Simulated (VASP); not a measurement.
An input for Quantum ESPRESSO's pw.x (written as the equivalent of a VASP run, and not itself run):

```
&CONTROL
  calculation = 'vc-relax'
  pseudo_dir = './pseudo'
  outdir = './out'
  tprnfor = .true.
  tstress = .true.
  nstep = 60
  forc_conv_thr = 0.00078
/
&SYSTEM
  ibrav = 0
  nat = 4
  ntyp = 2
  ecutwfc = 78
  occupations = 'smearing'
  smearing = 'methfessel-paxton'
  degauss = 0.00735
  input_dft = 'pz'
/
&ELECTRONS
  conv_thr = 7.3e-08
  electron_maxstep = 100
/
&IONS
/
&CELL
/
ATOMIC_SPECIES
  Sc 44.956 Sc.upf
  Al 26.982 Al.upf
CELL_PARAMETERS angstrom
     4.0303545   -0.0000000   -0.0000000
    -0.0000000    4.0303545    0.0000000
    -0.0000000    0.0000000    4.0303545
ATOMIC_POSITIONS crystal
  Sc   0.0000000  0.0000000  0.0000000
  Al   0.0000000  0.5000000  0.5000000
  Al   0.5000000  0.0000000  0.5000000
  Al   0.5000000  0.5000000  0.0000000
K_POINTS automatic
  7 7 7 0 0 0
```

Question: Translate this input to VASP (INCAR, KPOINTS, POSCAR, choice of POTCAR).

Answer: One answer among several that fit: 
**POSCAR**
```
Al3Sc
1
    4.0303545130    -0.0000000000    -0.0000000000
   -0.0000000000     4.0303545130     0.0000000000
   -0.0000000000     0.0000000000     4.0303545130
Sc Al
1 3
Direct
  0.0000000000   0.0000000000   0.0000000000
  0.0000000000   0.5000000000   0.5000000000
  0.5000000000   0.0000000000   0.5000000000
  0.5000000000   0.5000000000   0.0000000000
```

### INCAR
```
LWAVE  =  .FALSE.
LASPH  =  .TRUE.   ! aspherical one-centre terms
IBRION  =  2   ! conjugate gradients
ENCUT  =  400   ! plane-wave cut-off (eV)
EDIFF  =  1E-6   ! SCF stop (eV)
PREC  =  Accurate
ALGO  =  Normal   ! blocked Davidson
EDIFFG  =  -0.02   ! ionic stop
ISIF  =  3   ! ions, shape and volume
SIGMA  =  0.1
LREAL  =  .FALSE.   ! projection in real space or not
ISMEAR  =  1
LMAXMIX  =  4
LCHARG  =  .FALSE.
NELM  =  100   ! most electronic steps
SYSTEM  =  Al3Sc
NSW  =  60
```

**KPOINTS**
```
Automatic mesh
0
Gamma
7 7 7
0 0 0
```

POTCAR, in this order: Sc_sv Al (LDA.64 set). Program: vasp_std.

What does not carry over: the potentials are each code's own (VASP's PAW set, PseudoDojo norm-conserving files in pw.x), so ENCUT and ecutwfc are chosen apart and not converted; conv_thr bounds pw.x's estimated SCF error, while EDIFF bounds the energy change between steps; forc_conv_thr acts on force components and is met together with etot_conv_thr.

The compound is Al3Sc in the L1_2 structure. This run relaxes it. Symmetry was kept, so distortions that lower it aren't found. The start is the result of an earlier pass.
